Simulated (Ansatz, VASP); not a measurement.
**Cross-check of Al3GaAs4 between VASP and Ansatz**

One calculation is typed for both programs; each brings its own data sets. How far apart do they land? The cell is invented: As first built, before any earlier steps moved the atoms (in the runner's words): As for N in the Al3GaN4 structure of space group P-43m. It may not be a known or stable phase. The cell is taken from a series of runs on this material, whose earlier steps may have relaxed, scaled, displaced or heated it; both programs get it as it stands.

Calculated with Ansatz 0.2.0; plane waves, with VASP 6.6.1 beside it; single point at r2SCAN.

## (1) The starting structure

Symmetry: P-43m, No. 215, cubic system. The conventional cell has a = 5.676 Å, b = 5.676 Å, c = 5.676 Å, α = 90.00°, β = 90.00°, γ = 90.00°. Nearest to Al lie 4 As at 2.46 Å. Nearest to Ga lie 4 As at 2.46 Å. Nearest to As lie 3 Al at 2.46 Å and 1 Ga at 2.46 Å. It derives from Al3GaN4. As first built, before any earlier steps moved the atoms (in the runner's words): As for N in the Al3GaN4 structure of space group P-43m. Farther neighbours are not listed.

Structure file:

```xyz
8
Lattice="5.6758 0.0000 0.0000 0.0000 5.6758 0.0000 0.0000 0.0000 5.6758" Properties=species:S:1:pos:R:3 pbc="T T T"
Al    2.8379    2.8379    0.0000
Al    2.8379    0.0000    2.8379
Al    0.0000    2.8379    2.8379
Ga    0.0000    0.0000    0.0000
As    4.2545    4.2545    1.4213
As    4.2545    1.4213    4.2545
As    1.4213    4.2545    4.2545
As    1.4213    1.4213    1.4213
```

## (2) VASP: single point, r2SCAN, pair 1

With cell and atoms fixed, the geometry can't cause a difference; cores, projectors, grids and the points listed under the comparison can.

Lines of VASP's logs that name or quote its potential files are left out, and so is its time.

Contents of INCAR:

```
SYSTEM = Al3GaAs4
PREC = Accurate
ENCUT = 440
EDIFF = 1E-06
NELM = 120
ISMEAR = 0
SIGMA = 0.01
LREAL = .FALSE.
ALGO = Normal
METAGGA = R2SCAN
LASPH = .TRUE.
NBANDS = 29
LORBIT = 11
LWAVE = .FALSE.
LCHARG = .FALSE.
ISIF = 2
GGA_COMPAT = .FALSE.
EFERMI = MIDGAP
LMIXTAU = .TRUE.
KPAR = 2
```

Contents of POSCAR:

```
Al3GaAs4
1.0
    5.6758009460      0.0000000000      0.0000000000
    0.0000000000      5.6758009460      0.0000000000
    0.0000000000      0.0000000000      5.6758009460
Al Ga As
3 1 4
Direct
    0.5000000000      0.5000000000      0.0000000000
    0.5000000000      0.0000000000      0.5000000000
    0.0000000000      0.5000000000      0.5000000000
    0.0000000000      0.0000000000      0.0000000000
    0.7495935536      0.7495935536      0.2504064464
    0.7495935536      0.2504064464      0.7495935536
    0.2504064464      0.7495935536      0.7495935536
    0.2504064464      0.2504064464      0.2504064464
```

Contents of KPOINTS:

```
Automatic mesh
0
Gamma
4 4 4
0 0 0
```

The projector-augmented-wave data sets are Al, Ga_d and As (PBE family, release 64).

Command:

```sh
> mpirun -np 2 vasp_std
```

Numbers of over 12 decimals in the logs are rounded to 6 here.

The program printed:

```text
[banner, memory and clock lines left out]
running    2 mpi-ranks, on    1 nodes
 distrk:  each k-point on    1 cores,    2 groups
 distr:  one band on    1 cores,    1 groups

 POSCAR found type information on POSCAR AlGaAs
 POSCAR found :  3 types and       8 ions
|                                                                             |
|               ----> ADVICE to this user running VASP <----                  |
|                                                                             |
|     You enforced a specific xc type in the INCAR file but a different       |
|     [... a line on the potential file left out ...]
|     I HOPE YOU KNOW WHAT YOU ARE DOING!                                     |
|                                                                             |

 LDA part: xc-table for (None), standard interpolation
 POSCAR, INCAR and KPOINTS ok, starting setup
 FFT: planning ... GRIDC
 FFT: planning ... GRID_SOFT
 FFT: planning ... GRID
 WAVECAR not read
 entering main loop
       N       E                     dE             d eps       ncg     rms          rms(c)
DAV:   1     0.163671459948E+03    0.16367E+03   -0.16342E+04   604   0.131E+03
DAV:   2    -0.716544463030E+02   -0.23533E+03   -0.22425E+03   652   0.289E+02
DAV:   3    -0.997448417668E+02   -0.28090E+02   -0.27349E+02   677   0.948E+01
DAV:   4    -0.100890780399E+03   -0.11459E+01   -0.11401E+01   721   0.196E+01
DAV:   5    -0.100916530514E+03   -0.25750E-01   -0.25740E-01   740   0.294E+00    0.825E+00
DAV:   6    -0.963984947891E+02    0.45180E+01   -0.25218E+00   780   0.135E+01    0.459E+00
DAV:   7    -0.940717218490E+02    0.23268E+01   -0.91839E-01   630   0.582E+00    0.212E+00
DAV:   8    -0.953746872146E+02   -0.13030E+01   -0.11974E+00   635   0.576E+00    0.707E-01
DAV:   9    -0.947600574898E+02    0.61463E+00   -0.19498E-01   620   0.344E+00    0.509E-01
DAV:  10    -0.950539270157E+02   -0.29387E+00   -0.12182E-01   625   0.210E+00    0.254E-01
DAV:  11    -0.951069136653E+02   -0.52987E-01   -0.45632E-02   630   0.146E+00    0.143E-01
DAV:  12    -0.951099708171E+02   -0.30572E-02   -0.44115E-03   666   0.540E-01    0.120E-01
DAV:  13    -0.951102758738E+02   -0.30506E-03   -0.85139E-04   654   0.220E-01    0.924E-02
DAV:  14    -0.951113231439E+02   -0.10473E-02   -0.72362E-04   684   0.188E-01    0.236E-02
DAV:  15    -0.951112690916E+02    0.54052E-04   -0.14980E-04   638   0.103E-01    0.151E-02
DAV:  16    -0.951114609718E+02   -0.19188E-03   -0.10047E-04   658   0.913E-02    0.540E-03
DAV:  17    -0.951114241149E+02    0.36857E-04   -0.33251E-05   640   0.518E-02    0.618E-03
DAV:  18    -0.951114610966E+02   -0.36982E-04   -0.21908E-05   650   0.373E-02    0.131E-03
DAV:  19    -0.951114677888E+02   -0.66922E-05   -0.47155E-06   637   0.171E-02    0.660E-04
DAV:  20    -0.951114680557E+02   -0.26693E-06   -0.26991E-07   401   0.469E-03
   1 F= -.95111468E+02 E0= -.95111468E+02  d E =0.000000E+00
```

From OUTCAR (step 2):

```text
ion  position               nearest neighbor table
   1  0.500  0.500  0.000-   5 2.46   6 2.46   7 2.46   8 2.46
   2  0.500  0.000  0.500-   5 2.46   6 2.46   7 2.46   8 2.46
   3  0.000  0.500  0.500-   5 2.46   6 2.46   7 2.46   8 2.46
   4  0.000  0.000  0.000-   5 2.46   6 2.46   7 2.46   8 2.46
   5  0.750  0.750  0.250-   2 2.46   3 2.46   1 2.46   4 2.46
   6  0.750  0.250  0.750-   2 2.46   3 2.46   1 2.46   4 2.46
   7  0.250  0.750  0.750-   2 2.46   3 2.46   1 2.46   4 2.46
   8  0.250  0.250  0.250-   2 2.46   3 2.46   1 2.46   4 2.46

  LATTYP: Found a simple cubic cell.
 ALAT       =     5.6758009460

 Subroutine GETGRP returns: Found 24 space group operations
 (whereof 24 operations were pure point group operations)

The static configuration has the point symmetry T_d .

 Found     10 irreducible k-points:

   k-points           NKPTS =     10   k-points in BZ     NKDIM =     10   number of bands    NBANDS=     29

   dimension x,y,z NGX =    40 NGY =   40 NGZ =   40
   dimension x,y,z NGXF=    80 NGYF=   80 NGZF=   80

   ENCUT  =  440.0 eV  32.34 Ry    5.69 a.u.   9.71  9.71  9.71*2*pi/ulx,y,z

   NELECT =      42.0000    total number of electrons

 k-points in reciprocal lattice and weights: Automatic mesh
   0.00000000  0.00000000  0.00000000       0.016
   0.25000000  0.00000000  0.00000000       0.094
   0.50000000  0.00000000  0.00000000       0.047
   0.25000000  0.25000000  0.00000000       0.188
   0.50000000  0.25000000  0.00000000       0.188
   0.50000000  0.50000000  0.00000000       0.047
   0.25000000  0.25000000  0.25000000       0.125
   0.50000000  0.25000000  0.25000000       0.188
   0.50000000  0.50000000  0.25000000       0.094
   0.50000000  0.50000000  0.50000000       0.016

 average (electrostatic) potential at core
       1 -79.3894       2 -79.3894       3 -79.3894       4 -71.0377       5 -54.3495
       6 -54.3495       7 -54.3495       8 -54.3495

 E-fermi :   4.3317

 k-point     1 :       0.0000    0.0000    0.0000
  band No.  band energies     occupation
    ...
     17       1.2423      2.00000
     18       1.2423      2.00000
     19       3.5780      2.00000
     20       3.5780      2.00000
     21       3.5780      2.00000
     22       5.2652      0.00000
     23       5.3994      0.00000
     24       5.3994      0.00000
     25       5.3994      0.00000
     26       6.1220      0.00000
    ...

 k-point     2 :       0.2500    0.0000    0.0000
  band No.  band energies     occupation
    ...
     17       1.4727      2.00000
     18       1.4727      2.00000
     19       2.1526      2.00000
     20       3.0461      2.00000
     21       3.0461      2.00000
     22       5.5989      0.00000
     23       6.3379      0.00000
     24       6.4691      0.00000
     25       6.4691      0.00000
     26       7.0380      0.00000
    ...

 k-point     3 :       0.5000    0.0000    0.0000
  band No.  band energies     occupation
    ...
     17       0.6081      2.00000
     18       2.0820      2.00000
     19       2.0820      2.00000
     20       2.1918      2.00000
     21       2.1918      2.00000
     22       6.2553      0.00000
     23       6.4815      0.00000
     24       7.5302      0.00000
     25       7.7012      0.00000
     26       8.3719      0.00000
    ...

  Total       -0.0565107     -0.0565107     -0.0565107      0.0000000     -0.0000000      0.0000000
  in kB       -0.4951762     -0.4951762     -0.4951762      0.0000000     -0.0000000      0.0000000
  external PRESSURE =      -0.4951762 kB  Pullay stress =       0.0000000 kB

  energy-cutoff  :      440.00
  volume of cell :      182.84
      direct lattice vectors                 reciprocal lattice vectors
     5.675800946  0.000000000  0.000000000     0.176186587  0.000000000  0.000000000
     0.000000000  5.675800946  0.000000000     0.000000000  0.176186587  0.000000000
     0.000000000  0.000000000  5.675800946     0.000000000  0.000000000  0.176186587

 POSITION                                       TOTAL-FORCE (eV/Angst)
 -----------------------------------------------------------------------------------
      2.83790      2.83790      0.00000         0.000000      0.000000      0.000000
      2.83790      0.00000      2.83790         0.000000      0.000000      0.000000
      0.00000      2.83790      2.83790         0.000000      0.000000      0.000000
      0.00000      0.00000      0.00000         0.000000      0.000000      0.000000
      4.25454      4.25454      1.42126        -0.008540     -0.008540      0.008540
      4.25454      1.42126      4.25454        -0.008540      0.008540     -0.008540
      1.42126      4.25454      4.25454         0.008540     -0.008540     -0.008540
      1.42126      1.42126      1.42126         0.008540      0.008540      0.008540
 -----------------------------------------------------------------------------------
    total drift:                                0.000000      0.000000     -0.000000

  FREE ENERGIE OF THE ION-ELECTRON SYSTEM (eV)
  ---------------------------------------------------
  free  energy   TOTEN  =       -95.1114680557 eV

  energy  without entropy=      -95.1114680557  energy(sigma->0) =      -95.11146806

 total charge
# of ion       s       p       d       tot
------------------------------------------
    1        0.400   0.378   0.000   0.777
    2        0.400   0.378   0.000   0.777
    3        0.400   0.378   0.000   0.777
    4        0.841   0.770   9.998  11.609
    5        1.192   1.707   0.027   2.926
    6        1.192   1.707   0.027   2.926
    7        1.192   1.707   0.027   2.926
    8        1.192   1.707   0.027   2.926
--------------------------------------------------
tot          6.807   8.732  10.104  25.643

[... 3 further parts left out ...]
```

The run ends at a pressure of -0.05 GPa, with forces up to 0.015 eV/Å.

## (3) Ansatz: single point, r2SCAN, pair 1

Ansatz runs on its default PAW (the set named soft_2) files.

The same cell, functional and mesh now go to Ansatz, which takes its cutoff from its data sets.

Contents of input.yaml:

```yaml
crystal:
  lattice:
    - [5.675800946, 0.0, 0.0]
    - [0.0, 5.675800946, 0.0]
    - [0.0, 0.0, 5.675800946]
  atoms:
    - { symbol: Al, position: [0.5, 0.5, 0.0] }
    - { symbol: Al, position: [0.5, 0.0, 0.5] }
    - { symbol: Al, position: [0.0, 0.5, 0.5] }
    - { symbol: Ga, position: [0.0, 0.0, 0.0] }
    - { symbol: As, position: [0.7495935536, 0.7495935536, 0.2504064464] }
    - { symbol: As, position: [0.7495935536, 0.2504064464, 0.7495935536] }
    - { symbol: As, position: [0.2504064464, 0.7495935536, 0.7495935536] }
    - { symbol: As, position: [0.2504064464, 0.2504064464, 0.2504064464] }
kpoints:
  mp_grid: { grid: [4, 4, 4] }
scf:
  occupations: { method: fixed }
hamiltonian:
  xc: r2scan
output:
  eigenvalues: true
  transmission:
    leads: [[0, 0]]
    kpoints: [[0.0, 0.0], [-0.5, -0.5], [0.5, 0.0]]
    e_range: [-1.0, 2.52]
    de: 0.09
```

Command:

```sh
> ansatz run input.yaml --threads 2 --pin off --max-ram 4096MiB --backend cpu --events-out ev --progress --plain --runs-dir out
```

The program printed:

```text
Engine: ansatz 0.2.0, x86_64-unknown-linux-gnu
Pseudopotentials: kind: paw
Pseudopotential: Al, paw, valence charge 3, recommended cutoff 500 eV (meta_gga), Al.paw.azcp
Pseudopotential: Ga, paw, valence charge 13, recommended cutoff 500 eV (meta_gga), Ga.paw.azcp
Pseudopotential: As, paw, valence charge 15, recommended cutoff 500 eV (meta_gga), As.paw.azcp
Functional definition: r2SCAN
  parameter k0 = 0.174
  parameter k1 = 0.065
  parameter a1 = 4.9479
  exchange = r2scan_x(k0 = k0, k1 = k1, a1 = a1)
  correlation = r2scan_c
Crystal: 8 atoms, lattice volume = 182.844 Å³
Basis set: ecut = 500 eV, 4697 PW (Γ), exchange–correlation on 180×180×180 points (64 copies of the dense FFT grid, shifted against one another)
Bands: 50, of which v1, the nominal top of the filled ones, is band 41 counted from 1 (40 counted from 0)
Symmetry: 24 space group operations
Space group: P-43m (ITA 215), of the structure as read, at distance tolerance 5.7e-5 Å
k-points: 10 of 64 (time reversal used)
Non-local potential: Al, projectors of the file, l = 0: 2, l = 1: 2, l = 2: 1
Non-local potential: Ga, projectors of the file, l = 0: 2, l = 1: 2, l = 2: 3, l = 3: 1
Non-local potential: As, projectors of the file, l = 0: 2, l = 1: 2, l = 2: 3, l = 3: 1
PAW form: soft (Blöchl's): semilocal exchange-correlation on the pseudo side does not see the compensation charge
PAW frozen core: Al, regenerated for the run's functional (the file was generated under x = pbe(κ = 0.804, μ = 0.219515), c = pbe(β = 0.066725))
PAW frozen core: Ga, regenerated for the run's functional (the file was generated under x = pbe(κ = 0.804, μ = 0.219515), c = pbe(β = 0.066725))
PAW frozen core: As, regenerated for the run's functional (the file was generated under x = pbe(κ = 0.804, μ = 0.219515), c = pbe(β = 0.066725))
PAW one-centre angular grid: Al, 302 points (default); XC on 160 Gauss nodes
PAW one-centre angular grid: Ga, 590 points (default); XC on 160 Gauss nodes
PAW one-centre angular grid: As, 590 points (default); XC on 160 Gauss nodes
Initial density: superposition of atomic densities (neutral atoms: chi_scale 0, normalization atom), corrected by the library's trained network
Initial wavefunctions: pseudopotential atomic-orbital guess
Functional: x = r2scan, c = r2scan; τ floored in thin density (d = 2e-4 eV/Å³)
SCF iter   1: F=—  HF=-24874.389313 eV  |F-HF|=—  |Δ(HF+E_count)|=         —  Δρ=4.80e-3  dr2=3.90e-2  dr2_τ=3.08e-2  ethr=1.77e-3  ⟨swp⟩=4.7  Hψ=1648  notcnv=0  defer=58
preconditioner: auto → Resta (q_TF=auto, 2.387 Å⁻¹)  ε∞=3.3  [insulator: Δε(μ)=1.462 eV  Ē_g=11.628 eV  n_scr=32 (ndim 8)  ℏωp=17.8 eV  f_vac=0.019  ε∞_Penn≈3.3]
SCF iter   2: F=—  HF=-24874.461108 eV  |F-HF|=—  |Δ(HF+E_count)|=   7.18e-2  Δρ=2.04e-3  dr2=1.04e-2  dr2_τ=9.47e-5  ethr=4.75e-5  ⟨swp⟩=3.0  Hψ=1048  notcnv=0  defer=64
SCF iter   3: F=—  HF=-24874.459667 eV  |F-HF|=—  |Δ(HF+E_count)|=   1.44e-3  Δρ=1.34e-3  dr2=3.41e-3  dr2_τ=2.67e-5  ethr=1.26e-5  ⟨swp⟩=2.0  Hψ=703  notcnv=0  defer=64
SCF iter   4: F=—  HF=-24874.459404 eV  |F-HF|=—  |Δ(HF+E_count)|=   2.62e-4  Δρ=2.71e-4  dr2=1.04e-4  dr2_τ=3.09e-6  ethr=4.16e-6  ⟨swp⟩=2.1  Hψ=704  notcnv=0  defer=66
SCF iter   5: F=—  HF=-24874.459343 eV  |F-HF|=—  |Δ(HF+E_count)|=   6.18e-5  Δρ=1.23e-4  dr2=2.70e-5  dr2_τ=4.62e-7  ethr=1.27e-7  ⟨swp⟩=2.0  Hψ=877  notcnv=0  defer=60
SCF iter   6: F=—  HF=-24874.459333 eV  |F-HF|=—  |Δ(HF+E_count)|=   9.20e-6  Δρ=3.43e-5  dr2=2.98e-6  dr2_τ=2.69e-8  ethr=3.29e-8  ⟨swp⟩=2.0  Hψ=677  notcnv=0  defer=36
SCF iter   7: F=—  HF=-24874.459334 eV  |F-HF|=—  |Δ(HF+E_count)|=   1.07e-6  Δρ=8.27e-6  dr2=1.82e-7  dr2_τ=1.12e-9  ethr=3.64e-9  ⟨swp⟩=2.0  Hψ=604  notcnv=0  defer=36
SCF iter   8: F=-24874.459335 eV  HF=-24874.459335 eV  |F-HF|=8.51e-10  |Δ(HF+E_count)|=   8.65e-8  Δρ=1.61e-6  dr2=7.23e-9  dr2_τ=8.54e-11  ethr=1.22e-10  ⟨swp⟩=10.6  Hψ=2041  notcnv=0
SCF 1 converged in 8 iterations: F = -24874.459335 eV  dr2 = 7.23e-9
  greatest PAW one-centre occupation: 0.999 electrons in one spin orbital (limit 2), on the As atom at site 6 (counted from 0), in its partial waves of l = 2
transmission: 8 of 24 steps passed
transmission: 16 of 24 steps passed
transmission: 24 of 24 steps passed
SCF converged after 8 iterations
Free energy (F): -24874.459335 eV
Harris-Foulkes:  -24874.459335 eV  (|F-HF|=8.51e-10)
Internal energy: -24874.459335 eV  (E = F + TS)
E sigma→0 (E₀):  -24874.459335 eV
Fermi energy:    6.484401 eV
--- Per-component energies (eV) ---
  E_band       = -1180.211919
  E_kinetic    = 598.898855
  E_local      = -10727.045566  (includes V_loc(G=0)·N_el)
  E_nonlocal   = -2223.159817
  E_hartree    = 5598.152995
  E_xc         = -470.097603
  E_vxc        = -490.673224  (∫ρ·V_xc dr)
  E_paw        = -10816.198412  (= ΣΔE_a)
  E_vpaw       = 441.338982  (= ΣTr[D̂ρ^β])
  E_aug_tail   = -0.000065  (compensation charges beyond the density's cutoff)
  E_vtau       = 24.124081  (kinetic-family band-sum trace: ∫τ·v_τ [+ j·A + Jᵃ·Aᵃ] dr)
  E_ewald      = -6828.346696
  E_core_change = -6.663025  (= ΣΔE_core)
  E_smearing   = -0.000000  (= −TS)
  E_closure    = -0.000000  (closes the sum)
  Σ components = -24874.459335   (vs F -24874.459335, Δ=0.00e0)
--- Band table (eV; the first three rows and the last of 10) ---
  k-point 0: bands = [... 37 lower, 4.1491, 6.4844, 6.4844, 6.4844, 8.1817, 8.3138, 8.3138, 8.3138, ... 5 higher]
  k-point 1: bands = [... 37 lower, 4.3787, 5.0615, 5.9526, 5.9526, 8.5140, 9.2527, 9.3833, 9.3833, ... 5 higher]
  k-point 2: bands = [... 37 lower, 4.9885, 4.9885, 5.0979, 5.0979, 9.1716, 9.3970, 10.4452, 10.6128, ... 5 higher]
  k-point 9: bands = [... 37 lower, 5.5648, 5.6242, 5.6242, 5.6242, 8.0034, 9.0738, 9.0738, 9.0738, ... 5 higher]
--- Transmission ---
  basis      : 341 plane waves across, 8 finite elements along
  points     : 3, as listed
  energies   : 40 from -1.000000 to 2.510000 eV about the Fermi level, 0.090000 eV apart; the leads are filled to 0.759497 eV, and channels, transmission and decay are at 0.800000 eV
  crystal 0  : As4Al3Ga1, at the sites [0, 0], period 5.6758 Å: whole cells are its period
    offset         : up to 0.0000 Å between an atom of the period and one for which it stands
    channels       : 0.000000e0 a spin
    conductance    : none, the energies end too early or step too widely for 300 K: set another output.transmission.e_range or a lower de, or, where they end at an eighth of basis.ecutwfc, a higher one
    slowest decay  : 0.1201 /Å at (0.0000, 0.0000)
```

The column dr2 measures how far the density is from self-consistency, as an energy; F and HF (Harris–Foulkes) agree once it is small.

## (4) Comparison

Known differences besides the potentials themselves: VASP keeps PBE cores, Ansatz makes them for the functional; fixed occupations in Ansatz, narrow Gaussian smearing in VASP; the data sets hold 82 valence electrons in Ansatz (on its default PAW (the set named soft_2) files) and 42 in VASP; the cutoff is 500 eV in Ansatz and 440 eV in VASP. Total energies have different zeros and are not compared.

Compared:

| quantity | Ansatz | VASP | difference |
| --- | --- | --- | --- |
| gap on the k mesh (eV) | 1.519 | 1.507 | +0.012 |

A gap on the mesh is an upper bound, since the band edges may lie between its points.

(Continued in part 2 of 2.)

[Lines on the potential files, build, host, timing and source positions are cut from VASP's logs without a mark.]

[Logs are printed without paths, hosts, clocks, repeated set-up lines and the standing remarks that a program may print on its own settings, such as how far it seeks lower states.]

[Hosts, paths, dates, database ids (printed as entryN), source tags and the programs' standing remarks are cut or masked in the printed files.]
